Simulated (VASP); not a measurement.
Data:

```yaml
crystal:
  lattice:
    - [1.64473, 0.94958, 4.68073]
    - [-1.64473, 0.94958, 4.68073]
    - [0.00000, -1.89917, 4.68073]
  atoms:
    - { symbol: Te, position: [0.99968, 0.99968, 0.99968] }
    - { symbol: O, position: [0.75269, 0.75269, 0.75269] }
    - { symbol: O, position: [0.58093, 0.58093, 0.58093] }
```

Method: r2SCAN meta-GGA, VASP's PBE PAW potentials (set 64) (plane waves; VASP). Numerical set-up: 520 eV cut-off, 9×9×9 Γ-centred mesh, tetrahedra with Blöchl corrections, potentials Te O.

Unless said otherwise, spin-orbit coupling is left out, though it shifts the bands of the heavy elements here.

Problem. Give the energies of bands 4 to 12 at the high-symmetry points, in eV from the valence-band maximum.

Solution. 
```csv
band,Γ,T,H2,L,S0,F
4,-3.84,-3.97,-7.79,-6.29,-7.80,-6.29
5,-3.84,-3.97,-5.78,-5.57,-5.82,-5.72
6,-3.29,-2.55,-5.15,-5.33,-5.12,-5.54
7,-2.67,-2.49,-3.70,-3.08,-3.74,-2.70
8,-2.67,-2.49,-1.39,-1.72,-1.36,-1.75
9,-1.59,-1.65,-0.04,-1.11,-0.02,-1.04
10,1.54,0.50,2.07,1.34,2.10,1.66
11,3.42,3.36,4.13,3.94,4.08,4.03
12,3.42,3.36,4.83,4.94,4.83,4.75
```

The gap is indirect, 0.50 eV, from the valence maximum at H0-L at 0.14 to the conduction minimum at T.

The structure was generated: TeO2 was put into the 3R-MoS2 type (R3m), which need not be its known phase. It was relaxed first, which changed the volume by +24 %.
